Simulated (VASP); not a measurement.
# AlNi3: single point with PBEsol

The system is AlNi3.

```xyz
4
Lattice="3.5680 0.0000 0.0000 0.0000 3.5680 0.0000 0.0000 0.0000 3.5680" Properties=species:S:1:pos:R:3 pbc="T T T"
Al    0.0000    0.0000    0.0000
Ni    0.0000    1.7840    1.7840
Ni    1.7840    0.0000    1.7840
Ni    1.7840    1.7840    0.0000
```

The cell was built by a generator and isn't the measured one.

```yaml
Program: VASP 6.6.1
Task: single point
Functional: PBEsol
Potentials_or_basis: VASP PAW PBE potentials, release 64 (Al, Ni)
Cutoff: 520 eV
k_mesh: 10 × 10 × 10
Occupations: gaussian, width 0.1 eV
Spin: collinear spin, typed start
Starting_moments: "[0.0, 0.5, 0.5, 0.5] μB"
Dipole_correction: no
Further_INCAR_settings: ALGO = Normal; EDIFF = 1e-06; NBANDS = 28
```

- Pressure: -7.7 GPa
- Band gap on the k mesh: none (metal or under the smearing width)
- Net moment: 0.71 μB per cell
- Site moments: Al -0.01; Ni +0.25 μB
- Valence electrons inside the program's atomic spheres: Al 0.79; Ni 9.38

Levels at points of the mesh, in eV from the Fermi level:
Spin up:
| k point | band 15 | band 16 | band 17 | band 18 | band 19 | band 20 |
| --- | --- | --- | --- | --- | --- | --- |
| (0.00, 0.00, 0.00) | -0.07 | -0.07 | 0.87 | 0.87 | 0.87 | 6.51 |
| (0.50, 0.00, 0.00) | -1.02 | -0.48 | -0.07 | 5.47 | 5.47 | 5.54 |
| (0.50, 0.50, 0.00) | -0.96 | -0.94 | -0.56 | 0.83 | 0.83 | 8.11 |
| (0.50, 0.50, 0.50) | -1.05 | -0.24 | -0.24 | -0.24 | -0.18 | 3.36 |
Spin down:
```
           k point  band 13  band 14  band 15  band 16  band 17  band 18  band 19  band 20
(0.00, 0.00, 0.00)     0.02     0.33     0.33     0.33     0.84     0.84     0.84     6.60
(0.50, 0.00, 0.00)    -0.91    -0.91    -0.79    -0.28     0.33     5.53     5.53     5.59
(0.50, 0.50, 0.00)    -1.08    -1.04    -0.75    -0.59    -0.42     1.11     1.11     8.14
(0.50, 0.50, 0.50)    -1.10    -0.86    -0.86    -0.19     0.11     0.11     0.11     3.46
```

Run time: 2.4 min on 1 thread of Intel(R) Xeon(R) Platinum 8259CL CPU @ 2.50GHz (Skylake/Cascade Lake), on a shared host, peak memory 0.24 GiB.

Caveat: the PAW data sets were made with another functional, which shifts forces and pressure a little.
